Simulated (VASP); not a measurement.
Input:

```
LiF
1.0
    0.00000     2.01787     2.01787
    2.01787     0.00000     2.01787
    2.01787     2.01787     0.00000
Li F
1 1
Direct
  0.00000   0.00000   0.00000
  0.50000   0.50000   0.50000
```

These are vdW-DF-cx, VASP's PBE PAW potentials (set 64) (plane waves; VASP 6.6.1) values and carry that method's errors. Numerical set-up: 520 eV cut-off, Gaussian smearing of 0.050 eV, potentials Li_sv F.

**Question.** What does the run give for the band gap (along the path) with the smallest direct gap where there is one?

**Answer.** 
```json
{
 "band gap (along the path)": "9.20 eV",
 "smallest direct gap (along the path)": "9.20 eV"
}
```

Only differences to runs with the same potentials and settings are physical.

The compound is LiF in the rock salt structure. It was relaxed first.
